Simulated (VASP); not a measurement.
**The low-index faces of Al**

Which face of Al is cheapest, and which holds its electrons hardest?

Main program and level: VASP 6.6.1; PBE; plane waves and PAW (Al).

### Step 1. The structure

Symmetry: Fm-3m, No. 225, cubic system. The conventional cell has a = 4.050 Å, b = 4.050 Å, c = 4.050 Å, α = 90.00°, β = 90.00°, γ = 90.00°. Al has 12 Al at 2.86 Å nearest.

Structure file:

```xyz
1
Lattice="0.0000 2.0250 2.0250 2.0250 0.0000 2.0250 2.0250 2.0250 0.0000" Properties=species:S:1:pos:R:3 pbc="T T T"
Al    0.0000    0.0000    0.0000
```

### Step 2. The bulk reference, job relaxation, k-mesh 16×16×16

The bulk crystal is relaxed first, so that the slabs are cut at this functional's lattice.

INCAR reads:

```
SYSTEM = Al
PREC = Accurate
ENCUT = 420
EDIFF = 1E-06
NELM = 120
ISMEAR = 1
SIGMA = 0.15
LREAL = .FALSE.
ALGO = Normal
GGA = PE
NBANDS = 7
LORBIT = 11
LWAVE = .FALSE.
LCHARG = .FALSE.
KPAR = 4
LASPH = .TRUE.
IBRION = 2
NSW = 30
ISIF = 3
EDIFFG = -0.01
POTIM = 0.4
```

POSCAR reads:

```
Al
1.0
    0.0000000000      2.0250000000      2.0250000000
    2.0250000000      0.0000000000      2.0250000000
    2.0250000000      2.0250000000      0.0000000000
Al
1
Direct
    0.0000000000      0.0000000000      0.0000000000
```

KPOINTS reads:

```
Automatic mesh
0
Gamma
16 16 16
0 0 0
```

The projector-augmented-wave data sets are Al (PBE family, release 64).

Started as:

```console
mpirun -np 4 vasp_std
```

Output:

```text
[banner, memory and clock lines left out]
running    4 mpi-ranks, on    1 nodes
 distrk:  each k-point on    1 cores,    4 groups
 distr:  one band on    1 cores,    1 groups

 POSCAR found type information on POSCAR Al
 POSCAR found :  1 types and       1 ions
 LDA part: xc-table for (Slater+PW92), standard interpolation
 POSCAR, INCAR and KPOINTS ok, starting setup
 FFT: planning ... GRIDC
 FFT: planning ... GRID_SOFT
 FFT: planning ... GRID
 WAVECAR not read
 entering main loop
       N       E                     dE             d eps       ncg     rms          rms(c)
DAV:   1    -0.269589897457E+01   -0.26959E+01   -0.72682E+02  2086   0.187E+02
DAV:   2    -0.376630344636E+01   -0.10704E+01   -0.10455E+01  2772   0.182E+01
DAV:   3    -0.377332694103E+01   -0.70235E-02   -0.70190E-02  2884   0.156E+00
DAV:   4    -0.377334091625E+01   -0.13975E-04   -0.13974E-04  3073   0.565E-02
DAV:   5    -0.377334092315E+01   -0.69036E-08   -0.81748E-08  2828   0.110E-03    0.129E+00
DAV:   6    -0.376037825431E+01    0.12963E-01   -0.16884E-03  2716   0.221E-01    0.751E-01
DAV:   7    -0.375089760160E+01    0.94807E-02   -0.50814E-03  2555   0.357E-01    0.145E-01
DAV:   8    -0.375089310510E+01    0.44965E-05   -0.15914E-05  3087   0.312E-02    0.745E-03
DAV:   9    -0.375089164925E+01    0.14559E-05   -0.85253E-07  2807   0.454E-03    0.719E-04
DAV:  10    -0.375089126125E+01    0.38800E-06   -0.35879E-09  1834   0.460E-04
   1 F= -.37508913E+01 E0= -.37511104E+01  d E =-.375089E+01
 curvature:   0.00 expect dE= 0.000E+00 dE for cont linesearch  0.000E+00
 trial: gam= 0.00000 g(F)=  0.000E+00 g(S)=  0.505E-03 ort = 0.000E+00 (trialstep = 0.100E+01)
 search vector abs. value=  0.505E-03
 bond charge predicted
       N       E                     dE             d eps       ncg     rms          rms(c)
DAV:   1    -0.375118313841E+01   -0.29149E-03   -0.29409E-03  2506   0.241E-01    0.422E-02
DAV:   2    -0.375117121586E+01    0.11923E-04   -0.15638E-05  2730   0.311E-02    0.170E-02
DAV:   3    -0.375116341654E+01    0.77993E-05   -0.27253E-06  2604   0.736E-03    0.452E-03
DAV:   4    -0.375116326640E+01    0.15014E-06   -0.17317E-07  1309   0.188E-03
   2 F= -.37511633E+01 E0= -.37513848E+01  d E =-.272005E-03
 trial-energy change:   -0.000272  1 .order   -0.000269   -0.000505   -0.000033
 step:   1.0704(harm=  1.0704)  dis= 0.00000  next Energy=    -3.751162 (dE=-0.270E-03)
 reached required accuracy - stopping structural energy minimisation
```

Wall time 5.4 s (4 MPI ranks of AMD EPYC 7R43, shared host); peak memory 0.39 GiB; 19 s of CPU time.

Lines that name or quote the potential files are left out of all logs, and their timing lines are given in words.

From OUTCAR (step 2):

```text
ion  position               nearest neighbor table
   1  0.000  0.000  0.000-

  LATTYP: Found a face centered cubic cell.
 ALAT       =     4.0500000000

 Subroutine GETGRP returns: Found 48 space group operations
 (whereof 48 operations were pure point group operations)

The static configuration has the point symmetry O_h .

 Found    145 irreducible k-points:

   k-points           NKPTS =    145   k-points in BZ     NKDIM =    145   number of bands    NBANDS=      7

   dimension x,y,z NGX =    20 NGY =   20 NGZ =   20
   dimension x,y,z NGXF=    40 NGYF=   40 NGZF=   40

   ENCUT  =  420.0 eV  30.87 Ry    5.56 a.u.   4.79  4.79  4.79*2*pi/ulx,y,z

   NELECT =       3.0000    total number of electrons

 k-points in reciprocal lattice and weights: Automatic mesh
   0.00000000  0.00000000  0.00000000       0.000
   0.06250000  0.00000000  0.00000000       0.002
   0.12500000  0.00000000  0.00000000       0.002
   0.18750000  0.00000000  0.00000000       0.002
   0.25000000  0.00000000  0.00000000       0.002
   0.31250000  0.00000000  0.00000000       0.002
   0.37500000  0.00000000  0.00000000       0.002
   0.43750000  0.00000000  0.00000000       0.002
   0.50000000  0.00000000  0.00000000       0.001
[...]
-0.31250000  0.50000000  0.18750000       0.003
  -0.25000000  0.50000000  0.25000000       0.001

 average (electrostatic) potential at core
       1 -72.6137

 E-fermi :   8.0519

 k-point     1 :       0.0000    0.0000    0.0000
  band No.  band energies     occupation
      1      -3.1300      2.00000
      2      20.6390      0.00000
      3      20.6390      0.00000
      4      20.6390      0.00000
      5      22.1387      0.00000
      6      22.1387      0.00000
    ...

 k-point     2 :       0.0625    0.0000    0.0000
  band No.  band energies     occupation
      1      -3.0238      2.00000
      2      18.8522      0.00000
      3      20.2651      0.00000
      4      20.2651      0.00000
      5      22.6777      0.00000
      6      22.6777      0.00000
    ...

 k-point     3 :       0.1250    0.0000    0.0000
  band No.  band energies     occupation
      1      -2.7054      2.00000
      2      16.3337      0.00000
      3      19.6957      0.00000
      4      19.6957      0.00000
      5      22.7418      0.00000
      6      23.6817      0.00000
    ...

  Total       -0.0043429     -0.0043429     -0.0043429     -0.0000000      0.0000000     -0.0000000
  in kB       -0.4221928     -0.4221928     -0.4221928     -0.0000000      0.0000000     -0.0000000
  external PRESSURE =      -0.4221928 kB  Pullay stress =       0.0000000 kB

  energy-cutoff  :      420.00
  volume of cell :       16.48
      direct lattice vectors                 reciprocal lattice vectors
     0.000000000  2.019837653  2.019837653    -0.247544648  0.247544648  0.247544648
     2.019837653  0.000000000  2.019837653     0.247544648 -0.247544648  0.247544648
     2.019837653  2.019837653  0.000000000     0.247544648  0.247544648 -0.247544648

 POSITION                                       TOTAL-FORCE (eV/Angst)
 -----------------------------------------------------------------------------------
      0.00000      0.00000      0.00000         0.000000      0.000000      0.000000
 -----------------------------------------------------------------------------------
    total drift:                               -0.000000     -0.000000      0.000000

  FREE ENERGIE OF THE ION-ELECTRON SYSTEM (eV)
  ---------------------------------------------------
  free  energy   TOTEN  =        -3.7511632664 eV

  energy  without entropy=       -3.7518278589  energy(sigma->0) =       -3.75138480

 reached required accuracy - stopping structural energy minimisation

 total charge
# of ion       s       p       d       tot
------------------------------------------
    1        0.429   0.339   0.000   0.768

[... 3 further parts left out ...]
```

This run has no spin polarisation. Its electron count is odd, so without a moment it is a metal by construction. The run keeps the 48 symmetry operations of its start, so it cannot find a distortion of lower symmetry.

Step by step:

| step | energy less that of the first step (eV) | largest force (eV/Å) | pressure (GPa) | volume (Å³) |
| --- | --- | --- | --- | --- |
| 1 | 0.0000 | 0.0000 | -0.64 | 16.61 |
| 2 | -0.0003 | 0.0000 | -0.04 | 16.48 |

| conventional cell, symmetrised | before | after | change |
| --- | --- | --- | --- |
| a (Å) | 4.050 | 4.040 | -0.3 % |
| b (Å) | 4.050 | 4.040 | -0.3 % |
| c (Å) | 4.050 | 4.040 | -0.3 % |
| volume (Å³/atom) | 16.61 | 16.48 | -0.8 % |

Final coordinates:

```
Al
1.0
     0.00000    2.01984    2.01984
     2.01984    0.00000    2.01984
     2.01984    2.01984    0.00000
Al
1
Direct
  0.00000 0.00000 0.00000
```

This step gave:

```yaml
electronic_cycles: 14
electrons: 3
free_energy_toten: -3.751 eV
energy_at_zero_smearing: -3.751 eV
fermi_energy: 8.052 eV
metallic: yes
```

The run ended after 2 ionic steps, 0.000 eV below its first step, once forces and stress met EDIFFG = -0.01.

Energy at zero smearing: -3.75138 eV.

### Step 3. The bulk reference, job self-consistent run, k-mesh 20×20×20

INCAR reads:

```
SYSTEM = Al
PREC = Normal
ENCUT = 320
EDIFF = 1E-06
NELM = 120
ISMEAR = 1
SIGMA = 0.15
LREAL = .FALSE.
ALGO = Fast
GGA = PE
NBANDS = 7
LORBIT = 11
LWAVE = .FALSE.
LCHARG = .FALSE.
KPAR = 4
LASPH = .TRUE.
```

POSCAR reads:

```
Al
1.0
    0.0000000000      2.0198376531      2.0198376531
    2.0198376531      0.0000000000      2.0198376531
    2.0198376531      2.0198376531      0.0000000000
Al
1
Direct
    0.0000000000      0.0000000000      0.0000000000
```

KPOINTS reads:

```
Automatic mesh
0
Gamma
20 20 20
0 0 0
```

Started as:

```console
mpirun -np 4 vasp_std
```

Output:

```text
[... set-up lines as in an earlier step ...]
 entering main loop
       N       E                     dE             d eps       ncg     rms          rms(c)
DAV:   1    -0.302289355697E+01   -0.30229E+01   -0.63273E+02  4221   0.141E+02
DAV:   2    -0.376210306893E+01   -0.73921E+00   -0.72147E+00  5152   0.156E+01
DAV:   3    -0.376534627233E+01   -0.32432E-02   -0.32356E-02  4571   0.998E-01
DAV:   4    -0.376535085284E+01   -0.45805E-05   -0.45803E-05  5565   0.329E-02
DAV:   5    -0.376535085578E+01   -0.29414E-08   -0.22312E-08  4662   0.509E-04    0.133E+00
RMM:   6    -0.375227692580E+01    0.13074E-01   -0.10715E-03  3603   0.194E-01    0.781E-01
RMM:   7    -0.374268086016E+01    0.95961E-02   -0.35307E-03  3863   0.332E-01    0.124E-01
RMM:   8    -0.374269915566E+01   -0.18295E-04   -0.18346E-04  3866   0.889E-02    0.286E-02
RMM:   9    -0.374270160148E+01   -0.24458E-05   -0.25786E-05  3984   0.348E-02    0.113E-02
RMM:  10    -0.374270062135E+01    0.98014E-06   -0.52171E-06  4061   0.153E-02
   1 F= -.37427006E+01 E0= -.37426049E+01  d E =-.287166E-03
```

Run time: 2.6 s. Hardware: 4 MPI ranks; peak memory 0.32 GiB.

OUTCAR, selected parts (step 3):

```text
  LATTYP: Found a face centered cubic cell.
 ALAT       =     4.0396753062

The static configuration has the point symmetry O_h .

 Found    256 irreducible k-points:

   k-points           NKPTS =    256   k-points in BZ     NKDIM =    256   number of bands    NBANDS=      7

   dimension x,y,z NGX =    12 NGY =   12 NGZ =   12
   dimension x,y,z NGXF=    24 NGYF=   24 NGZF=   24

   ENCUT  =  320.0 eV  23.52 Ry    4.85 a.u.   4.17  4.17  4.17*2*pi/ulx,y,z

   NELECT =       3.0000    total number of electrons

 E-fermi :   8.0727

 k-point     1 :       0.0000    0.0000    0.0000
  band No.  band energies     occupation
      1      -3.1296      2.00000
      2      20.6780      0.00000
      3      20.6780      0.00000
      4      20.6780      0.00000
      5      22.1401      0.00000
      6      22.1401      0.00000
    ...

 k-point     2 :       0.0500    0.0000    0.0000
  band No.  band energies     occupation
      1      -3.0616      2.00000
      2      19.3517      0.00000
      3      20.4015      0.00000
      4      20.4015      0.00000
      5      22.5154      0.00000
      6      22.5154      0.00000
    ...

  Total       -0.0059178     -0.0059178     -0.0059178     -0.0000000      0.0000000      0.0000000
  in kB       -0.5752994     -0.5752994     -0.5752994     -0.0000000      0.0000000      0.0000000
  external PRESSURE =      -0.5752994 kB  Pullay stress =       0.0000000 kB

  energy-cutoff  :      320.00
  volume of cell :       16.48
      direct lattice vectors                 reciprocal lattice vectors
     0.000000000  2.019837653  2.019837653    -0.247544648  0.247544648  0.247544648
     2.019837653  0.000000000  2.019837653     0.247544648 -0.247544648  0.247544648
     2.019837653  2.019837653  0.000000000     0.247544648  0.247544648 -0.247544648

 POSITION                                       TOTAL-FORCE (eV/Angst)
 -----------------------------------------------------------------------------------
      0.00000      0.00000      0.00000         0.000000     -0.000000     -0.000000
 -----------------------------------------------------------------------------------
    total drift:                                0.000000     -0.000000     -0.000000

  FREE ENERGIE OF THE ION-ELECTRON SYSTEM (eV)
  ---------------------------------------------------
  free  energy   TOTEN  =        -3.7427006213 eV

  energy  without entropy=       -3.7424134552  energy(sigma->0) =       -3.74260490

 total charge
# of ion       s       p       d       tot
------------------------------------------
    1        0.429   0.341   0.000   0.771

[... 2 parts as in an earlier step ...]

[... 6 further parts left out ...]
```

This step gave:

```yaml
electronic_cycles: 10
free_energy_toten: -3.743 eV
energy_at_zero_smearing: -3.743 eV
fermi_energy: 8.073 eV
```

Energy at zero smearing: -3.74260 eV.

The run ends at a pressure of -0.06 GPa.

[end of part 1 of 4]

[Lines on the potential files, build, host, timing and source positions are cut from VASP's logs without a mark.]

[Logs are printed without paths, hosts, clocks, repeated set-up lines and the standing remarks that a program may print on its own settings, such as how far it seeks lower states.]

[Hosts, paths, dates, database ids (printed as entryN), source tags and the programs' standing remarks are cut or masked in the printed files.]

[Runs that stopped without an error message from VASP are left out.]
